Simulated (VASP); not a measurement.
Consider the following.

```
Li
1.0
   -1.72813     1.72813     1.72813
    1.72813    -1.72813     1.72813
    1.72813     1.72813    -1.72813
Li
1
Direct
  0.00000   0.00000   0.00000
```

Method: r2SCAN meta-GGA, VASP's PBE PAW potentials (set 64) (plane waves; VASP). Run with 520 eV cut-off, 15×15×15 Γ-centred mesh, first-order Methfessel-Paxton smearing of 0.10 eV, potentials Li_sv.

Task: The job: Li (bcc), 1 atom, r2SCAN, static run, 520 eV, 15×15×15 Γ-centred mesh. Roughly how much core time does it take on a busy server core?

Result: About 20 core-seconds (one run on a shared machine, a rough figure). It had 120 irreducible k-points, 5 bands, up to 571 plane waves and 25 electronic steps.

The compound is Li in the bcc structure. It was relaxed first.
